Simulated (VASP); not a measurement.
Energy against volume of Nb (bcc). Computed with PBE GGA, VASP's PBE PAW potentials (set 64) (plane waves; VASP). Run with 520 eV cut-off, 15×15×15 Γ-centred mesh, first-order Methfessel-Paxton smearing of 0.10 eV, potentials Nb_sv.

| V (Å³/atom) | E (eV/atom) |
|---|---|
| 17.581 | -10.20496 |
| 18.124 | -10.21445 |
| 18.668 | -10.20616 |
| 19.212 | -10.18278 |

### Question
Fit these four points and predict the energy of the run at 17.037 Å³/atom.

### Answer
A cubic in V^(−2/3), the third-order Birch-Murnaghan form, passes through the four points with V0 = 18.13 Å³/atom and B0 = 174 GPa, and gives -10.1744 eV/atom there. The run gave -10.1748 eV/atom, -0.4 meV/atom from the fit; all five points give B0 = 173 GPa.

The compound is Nb in the bcc structure. It was relaxed first.
